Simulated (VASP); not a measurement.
The system is NaBe2Se2.

```xyz
5
Lattice="3.6723 0.0000 0.0000 -1.8361 3.1803 0.0000 0.0000 0.0000 8.0112" Properties=species:S:1:pos:R:3 pbc="T T T"
Na    0.0000    0.0000    4.0056
Be    0.0000    2.1202    1.1728
Be    0.0000    2.1202    6.8384
Se    1.8362    1.0601    1.8307
Se    1.8362    1.0601    6.1804
```

The cell was built by a generator and needn't be a form met in nature.

| Item | Value |
| --- | --- |
| Program | VASP 6.6.1 |
| Task | relaxation of cell and atoms |
| Functional | PBEsol |
| Dispersion | D3 |
| Potentials or basis | VASP PAW PBE potentials, release 64 (Na_pv, Be, Se) |
| Cutoff | 600 eV |
| k mesh | 6 × 6 × 3 |
| Occupations | fermi-dirac, width 0.05 eV |
| Spin | no spin polarisation |

At the start: pressure -2.7 GPa; volume 18.71 Å³/atom.

Question: How do energy, volume and symmetry change on relaxing?

Answer: Over 9 steps the energy falls by 8.4 meV/atom and the volume is 17.76 Å³/atom (-5.1 %); space group P-6m2 (No. 187, to 0.05 Å).

Step by step:
```
step  energy change (eV)  largest force (eV/Å)  pressure (GPa)  volume (Å³)
   1              0.0000                0.1122           -2.70        93.56
   2             -0.0390                0.0258           -0.12        89.35
   3             -0.0391                0.0282           -0.03        89.21
   4             -0.0414                0.0123            0.00        88.98
   5             -0.0417                0.0259           -0.01        88.89
   6             -0.0417                0.0271            0.00        88.88
   7             -0.0418                0.0191           -0.01        88.88
   8             -0.0419                0.0059           -0.03        88.87
   9             -0.0419                0.0035            0.03        88.80
```

Final structure:
```cif
data_structure
_symmetry_space_group_name_H-M 'P 1'
_symmetry_Int_Tables_number 1
_cell_length_a 3.6217
_cell_length_b 3.6217
_cell_length_c 7.8175
_cell_angle_alpha 90.000
_cell_angle_beta 90.000
_cell_angle_gamma 120.000
_cell_volume 88.80
loop_
_atom_site_label
_atom_site_type_symbol
_atom_site_fract_x
_atom_site_fract_y
_atom_site_fract_z
_atom_site_occupancy
Na1 Na 0.00000 0.00000 0.50000 1
Be1 Be 0.33333 0.66667 0.14706 1
Be2 Be 0.33333 0.66667 0.85294 1
Se1 Se 0.66667 0.33333 0.22832 1
Se2 Se 0.66667 0.33333 0.77168 1
```

Caveat: the PAW data sets were made with another functional, which shifts forces and pressure a little; pairwise dispersion overbinds metals, which lowers pressure and volume.
